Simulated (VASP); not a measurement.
# Tb (relaxed from the simple-cubic structure, space group Pm-3m): computed properties

These are PBEsol GGA, VASP's PBE PAW potentials (set 64) (plane waves; VASP) values and carry that method's errors.

For Tb, the space group is Pm-3m (221) and the cell comes out as a = b = c = 3.1722 Å, α = β = γ = 90.00°. The volume per atom is 31.92 Å^3/atom and the band gap (over mesh and band path) is none (metal, semimetal or under 0.01 eV). The density comes out as 8.27 g/cm³.

```cif
data_Tb
_chemical_formula_sum 'Tb1'
_space_group_name_H-M_alt 'P 1'
_space_group_IT_number 1
_cell_length_a 3.17225
_cell_length_b 3.17225
_cell_length_c 3.17225
_cell_angle_alpha 90.000
_cell_angle_beta 90.000
_cell_angle_gamma 90.000
loop_
_space_group_symop_operation_xyz
  'x, y, z'
loop_
_atom_site_label
_atom_site_type_symbol
_atom_site_fract_x
_atom_site_fract_y
_atom_site_fract_z
_atom_site_occupancy
Tb1 Tb 0.00000 0.00000 0.00000 1
```

The 4f electrons are frozen in the core of the lanthanide potential, so 4f levels, which can set the real gap, and their magnetism are missing.

The structure was generated: Tb was put into the simple-cubic type (Pm-3m), which need not be its known phase. It was relaxed first, which changed the volume by -11 %. Symmetry was kept, so distortions that lower it aren't found.
